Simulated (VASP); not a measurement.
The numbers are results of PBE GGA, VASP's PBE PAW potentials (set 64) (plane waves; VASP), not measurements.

A VASP calculation is set up with these files.

**KPOINTS**
```
Regular mesh
0
Gamma
11 11 7
```

POSCAR:
```
Sc
1
    1.6819790000    -2.8532640000     0.0000000000
    1.6819790000     2.8532640000     0.0000000000
    0.0000000000     0.0000000000     5.1284800000
Sc
2
Direct
  0.3333330000   0.6666670000   0.2500000000
  0.6900580000   0.3567240000   0.7500000000
```

**INCAR**
```
! general
SYSTEM =Sc
PREC   =Accurate
ENCUT  =400   ! plane-wave cut-off (eV)
LREAL  =F
LASPH  =T   ! aspherical one-centre terms
NELECT =22.02

! electronic loop
EDIFF  =1E-6
NELM   =100   ! most electronic steps
ALGO   =Normal   ! blocked Davidson
LMAXMIX=4

! smearing
ISMEAR =0   ! Gaussian
SIGMA  =0.05   ! width (eV)

! functional
GGA    =PE   ! PBE

! ions
ISIF   =2   ! forces and stress, cell fixed

! output
LWAVE  =F
LCHARG =F
```

POTCAR, in this order: Sc_sv (PBE.64 set). Program: vasp_std.

Output of the run:

OUTCAR:
```
 ion  position               nearest neighbor table
   1  0.333  0.667  0.250-   2 3.17   2 3.17   2 3.19   2 3.19   2 3.25   2 3.25
   2  0.690  0.357  0.750-   1 3.17   1 3.17   1 3.19   1 3.19   1 3.25   1 3.25
  LATTYP: Found a base centered orthorhombic cell.
 ALAT       =     3.3639580000
 B/A-ratio  =     1.6963731414
 C/A-ratio  =     1.5245374645
 Subroutine PRICEL returns:
 Original cell was already a primitive cell.
 Subroutine GETGRP returns: Found  4 space group operations
The static configuration has the point symmetry C_1 .
 The point group associated with its full space group is C_2h.
The dynamic configuration has the point symmetry C_1 .
 Subroutine INISYM returns: Found  4 space group operations
 Subroutine IBZKPT returns following result:
 Found    244 irreducible k-points:

 Following reciprocal coordinates:
            Coordinates               Weight
  0.000000  0.000000  0.000000      1.000000
  0.090909 -0.000000  0.000000      2.000000
 -0.000000  0.090909  0.000000      2.000000
  0.181818 -0.000000  0.000000      2.000000
 -0.000000  0.181818  0.000000      2.000000
  0.272727  0.000000  0.000000      2.000000
...
```

**OSZICAR**
```
       N       E                     dE             d eps       ncg     rms          rms(c)
DAV:   1     0.348282453734E+03    0.34828E+03   -0.99821E+03  7392   0.128E+03
DAV:   2     0.636699209723E+01   -0.34192E+03   -0.33711E+03 10085   0.657E+02
DAV:   3    -0.134633239391E+02   -0.19830E+02   -0.19288E+02 12096   0.170E+02
DAV:   4    -0.137818065305E+02   -0.31848E+00   -0.31348E+00 11132   0.209E+01
DAV:   5    -0.137875619837E+02   -0.57555E-02   -0.57506E-02 12320   0.259E+00    0.761E+00
DAV:   6    -0.125853346291E+02    0.12022E+01   -0.28352E+00  9168   0.219E+01    0.228E+00
DAV:   7    -0.124294414056E+02    0.15589E+00   -0.70245E-01  9469   0.988E+00    0.871E-01
DAV:   8    -0.124193271461E+02    0.10114E-01   -0.29479E-02 10330   0.255E+00    0.246E-01
DAV:   9    -0.124178271549E+02    0.15000E-02   -0.82049E-03  9604   0.110E+00    0.217E-02
DAV:  10    -0.124178433881E+02   -0.16233E-04   -0.11999E-04 12345   0.165E-01    0.879E-03
DAV:  11    -0.124178387494E+02    0.46387E-05   -0.42659E-06  9165   0.314E-02    0.185E-03
DAV:  12    -0.124178409136E+02   -0.21642E-05   -0.31108E-07  5655   0.117E-02    0.117E-03
DAV:  13    -0.124178406413E+02    0.27223E-06   -0.82827E-08  5088   0.624E-03
   1 F= -.12417841E+02 E0= -.12415117E+02  d E =-.544817E-02
```

**OUTCAR**
```
------------------------ aborting loop because EDIFF is reached ----------------------------------------
  FORCE on cell =-STRESS in cart. coord.  units (eV):
  Direction    XX          YY          ZZ          XY          YZ          ZX
  --------------------------------------------------------------------------------------
  Total       -0.1915892      0.2702919      0.2982737     -0.1350819      0.0000000      0.0000000
  in kB       -6.2359177      8.7975652      9.7083277     -4.3966960      0.0000000      0.0000000
  external PRESSURE =       4.0899917 kB  Pullay stress =       0.0000000 kB
  volume of cell :       49.22
      direct lattice vectors                 reciprocal lattice vectors
     1.681979000 -2.853264000  0.000000000     0.297268872 -0.175237903  0.000000000
     1.681979000  2.853264000  0.000000000     0.297268872  0.175237903  0.000000000
     0.000000000  0.000000000  5.128480000     0.000000000  0.000000000  0.194989549
 POSITION                                       TOTAL-FORCE (eV/Angst)
 -----------------------------------------------------------------------------------
      1.68198      0.95109      1.28212         0.111224      0.030058     -0.000000
      1.76067     -0.95109      3.84636        -0.111224     -0.030058      0.000000
 -----------------------------------------------------------------------------------
    total drift:                                0.000013     -0.000000      0.000000
  FREE ENERGIE OF THE ION-ELECTRON SYSTEM (eV)
  ---------------------------------------------------
  free  energy   TOTEN  =       -12.4178406413 eV

  energy  without entropy=      -12.4123924747  energy(sigma->0) =      -12.41511656
```
(Selected blocks of OUTCAR.)

File OUTCAR:
```
 val. band max:        3.6897306475   @ k =   0.1818   0.0909   0.2857

 cond. band min:       3.6909339420   @ k =   0.0000   0.3636  -0.4286


 Fermi energy:         3.6903796708

 k-point     1 :       0.0000    0.0000    0.0000
  band No.  band energies     occupation
      1     -45.7257      2.00000
      2     -45.6512      2.00000
      3     -24.5617      2.00000
      4     -24.2290      2.00000
      5     -24.2152      2.00000
      6     -24.1576      2.00000
      7     -24.1457      2.00000
      8     -24.1123      2.00000
      9      -1.4500      2.00000
     10       2.0644      2.00000
     11       4.3775      0.00000
     12       5.1565      0.00000
     13       5.3745      0.00000
     14       5.5090      0.00000
     15       5.7048      0.00000

 k-point     2 :       0.0909   -0.0000    0.0000
  band No.  band energies     occupation
      1     -45.7219      2.00000
      2     -45.6502      2.00000
      3     -24.5505      2.00000
      4     -24.2480      2.00000
      5     -24.2224      2.00000
      6     -24.1704      2.00000
      7     -24.1555      2.00000
      8     -24.1183      2.00000
      9      -1.2734      2.00000
     10       2.2093      2.00000
     11       4.2201      0.00000
     12       4.9056      0.00000
     13       5.4713      0.00000
     14       5.5318      0.00000
     15       5.7218      0.00000

 k-point     3 :      -0.0000    0.0909    0.0000
  band No.  band energies     occupation
      1     -45.7222      2.00000
      2     -45.6500      2.00000
      3     -24.5516      2.00000
      4     -24.2397      2.00000
      5     -24.2306      2.00000
      6     -24.1776      2.00000
      7     -24.1483      2.00000
      8     -24.1171      2.00000
      9      -1.2740      2.00000
     10       2.2050      2.00000
     11       4.2036      0.00000
     12       4.9359      0.00000
     13       5.4296      0.00000
     14       5.5358      0.00000
     15       5.7625      0.00000
...
```

The cell is charged, with a uniform compensating background.

The compound is Sc in the hcp structure. The cell was not relaxed at this level, atoms are displaced from their ideal sites. The run is one of a series of settings (ISMEAR = 0, NELECT = 22.02, SIGMA = 0.05 against the base run), some of them coarse on purpose.
